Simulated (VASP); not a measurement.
## ZrB2: electric field gradients with r2SCAN

ZrB2:

```
Zr B
1.0
     3.16752    0.00000    0.00000
    -1.58376    2.74316    0.00000
     0.00000    0.00000    3.55239
Zr B
1 2
Direct
  0.00000 0.00000 0.00000
  0.33333 0.66667 0.50000
  0.66667 0.33333 0.50000
```

The cell is a database's computed one.

* Program: VASP 6.6.1
* Task: electric field gradients
* Functional: r2SCAN
* Potentials or basis: VASP PAW PBE potentials, release 64 (Zr_sv, B)
* Cutoff: 520 eV
* k mesh: 15 × 15 × 12
* Occupations: fermi-dirac, width 0.08 eV
* Spin: no spin polarisation
* Dipole correction: no
* Further INCAR settings: ALGO = Normal; EDIFF = 1e-08; NBANDS = 16

The pressure is 0.0 GPa and the band gap on the k mesh is none (metal or under the smearing width).

Levels at points of the mesh, in eV from the Fermi level:
```tsv
k point	band 7	band 8	band 9	band 10	band 11	band 12
(0.00, 0.00, 0.00)	-2.73	-2.68	-2.66	3.60	3.60	4.36
(0.00, 0.00, 0.50)	-1.03	-1.03	0.42	0.42	0.85	0.85
```

Electric field gradients, principal values (V/Å²):
| atom | Vxx | Vyy | Vzz |
| --- | --- | --- | --- |
| 1 Zr | -19.310 | -19.311 | 38.621 |
| 2 B | -1.051 | -1.051 | 2.101 |
| 3 B | -1.051 | -1.051 | 2.101 |

Wall time 2.5 min on 1 thread of Intel(R) Xeon(R) 6975P-C (Granite Rapids) (shared host), peak memory 0.22 GiB.

Caveat: the PAW data sets were made with another functional, which shifts forces and pressure a little.
